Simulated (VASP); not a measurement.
```xyz
2
Lattice="4.1439 -2.2480 0.0091 4.1439 2.2480 0.0091 2.9162 0.0000 3.7042" Properties=species:S:1:pos:R:3 pbc="T T T"
Bi     2.6249     0.0000     0.8721
Bi     8.5791     0.0000     2.8504
```

Level of theory: PW91 GGA, VASP's PBE PAW potentials (set 64) (plane waves; VASP). Numerical set-up: 520 eV cut-off, 10×10×10 Γ-centred mesh, first-order Methfessel-Paxton smearing of 0.10 eV, potentials Bi_d.

Problem. The ions and cell shape at fixed volume are relaxed. Give the cell that the relaxation ends in.

Solution. 
```xyz
2
Lattice="4.0843 -2.2672 -0.0224 4.0843 2.2672 -0.0224 2.8461 0.0000 3.7043" Properties=species:S:1:pos:R:3 pbc="T T T"
Bi     2.6145     0.0000     0.8686
Bi     8.4001     0.0000     2.7909
```
Space group R-3m (166), at a tolerance of 0.03 Å.

Problem. How much energy does the relaxation gain?

Solution. The energy (σ→0) changes by -5.6 meV/atom, in 6 ionic steps.

| step | E(σ→0) (eV) | max force (eV/Å) | pressure (GPa) | volume (Å³) |
|---|---|---|---|---|
| 1 | -7.8083 | 0.278 | 3.18 | 68.89 |
| 2 | -7.8147 | 0.160 | 2.86 | 68.89 |
| 3 | -7.8187 | 0.031 | 2.35 | 68.89 |
| 4 | -7.8188 | 0.021 | 2.37 | 68.89 |
| 5 | -7.8193 | 0.010 | 2.35 | 68.89 |
| 6 | -7.8195 | 0.002 | 2.33 | 68.89 |

The compound is Bi in the a7 structure. This cell is one point of a volume scan, at 0.94 of the reference volume. Symmetry was kept, so distortions that lower it aren't found.
